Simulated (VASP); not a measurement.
Consider the following.

```
CELL_PARAMETERS angstrom
      0.00000     2.59493     2.59493
      2.59493     0.00000     2.59493
      2.59493     2.59493     0.00000
ATOMIC_POSITIONS crystal
  Li 0.00000 0.00000 0.00000
  Cl 0.50000 0.50000 0.50000
```

These are PBE GGA, VASP's PBE PAW potentials (set 64) (plane waves; VASP 6.6.1) values and carry that method's errors. Numerical set-up: 400 eV cut-off, 7×7×7 Γ-centred mesh, Fermi-Dirac smearing of 0.010 eV, potentials Li_sv Cl.

Question: Give the energies of bands 3 to 8 at the high-symmetry points, in eV from the valence-band maximum.

Answer: 
```json
[
 {"band": "3", "Γ": "0.00", "X": "-2.74", "U": "-2.35", "L": "-2.65", "W": "-2.00"},
 {"band": "4", "Γ": "0.00", "X": "-1.04", "U": "-1.68", "L": "-0.24", "W": "-2.00"},
 {"band": "5", "Γ": "0.00", "X": "-1.04", "U": "-0.78", "L": "-0.24", "W": "-0.99"},
 {"band": "6", "Γ": "6.28", "X": "7.99", "U": "8.13", "L": "6.71", "W": "9.60"},
 {"band": "7", "Γ": "11.90", "X": "8.33", "U": "9.93", "L": "9.47", "W": "10.04"},
 {"band": "8", "Γ": "11.90", "X": "12.14", "U": "11.23", "L": "9.47", "W": "10.31"}
]
```

The gap is indirect, 6.28 eV, from the valence maximum at K-Γ at 0.78 to the conduction minimum at Γ.

The structure is a typed LiCl crystal (Fm-3m). The cell was not relaxed at this level.
